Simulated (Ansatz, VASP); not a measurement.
Na2Pd in VASP and in Ansatz

Contents of INCAR:

```
PREC = Accurate
ENCUT = 600
EDIFF = 1E-6
ISMEAR = 0
SIGMA = 0.1
LREAL = F
LASPH = T
NELM = 100
ALGO = Normal
ISIF = 3
LWAVE = F
LCHARG = F
GGA = PE
IBRION = 2
NSW = 90
EDIFFG = -0.04
```

File KPOINTS:

```
Automatic mesh
0
Gamma
  6 6 2
```

Contents of POSCAR:

```
Na2Pd
1.0
    3.4573386200      0.0000000000      0.0000000000
   -1.7286693100      2.9941430700      0.0000000000
    0.0000000000      0.0000000000      8.4687154900
Na Pd
2 1
Direct
    0.3333333300      0.6666666700      0.6666666700
    0.6666666700      0.3333333300      0.3333333300
    0.0000000000      0.0000000000      0.0000000000
```

Input for Ansatz:

```yaml
crystal:
  lattice:
    - [3.45733862, 0.0, 0.0]
    - [-1.72866931, 2.99414307, 0.0]
    - [0.0, 0.0, 8.46871549]
  atoms:
    - { symbol: Na, position: [0.33333333, 0.66666667, 0.66666667] }
    - { symbol: Na, position: [0.66666667, 0.33333333, 0.33333333] }
    - { symbol: Pd, position: [0.0, 0.0, 0.0] }
basis:
  ecutwfc: 420
kpoints:
  mp_grid: { grid: [6, 6, 2] }
hamiltonian:
  xc: pbe
scf:
  occupations: { method: gaussian, width: 0.1 }
  lower_state_search: "off"
output:
  forces: true
  stress: true
  eigenvalues: true
relax:
  adjacent_minimum: "off"
  f_tol: 0.04
  max_steps: 70
  cell: { stress_tol: 0.4 }
```

Alike in both runs: task relaxation of cell and atoms; functional PBE; k mesh 6 × 6 × 2; occupations gaussian, width 0.1 eV; no spin polarisation.

|  | VASP | Ansatz |
| --- | --- | --- |
| version | VASP 6.6.1 | Ansatz 0.2.0 |
| potentials or method | VASP PAW PBE potentials, release 64 (Na_pv, Pd) | scalar-relativistic, plane waves, PAW |
| plane-wave cutoff (eV) | 600 | 420 |
| valence electrons in the cell | 24 | 36 |

|  | VASP | Ansatz | Ansatz less VASP |
| --- | --- | --- | --- |
| gap on the k mesh at the Fermi level, each at its own relaxed structure (eV) | none | none | - |
| relaxed volume (Å³/atom) | 22.66 | 22.84 | +0.185 |
| relaxed cell length with the largest relative difference (Å) | 7.985 | 8.073 | +0.0884 |
| energy change over the relaxation (meV/atom) | -283 | -284 | -0.8 |

A gap of «none» marks a metal or a gap that the smearing closes. The two sets of potentials don't hold the same shells in valence.

Caveats: the k mesh is coarse (spacing up to 0.37 Å⁻¹), so the values aren't converged; the volume moved by over 15 % at a fixed basis, so the end points are rough (VASP).
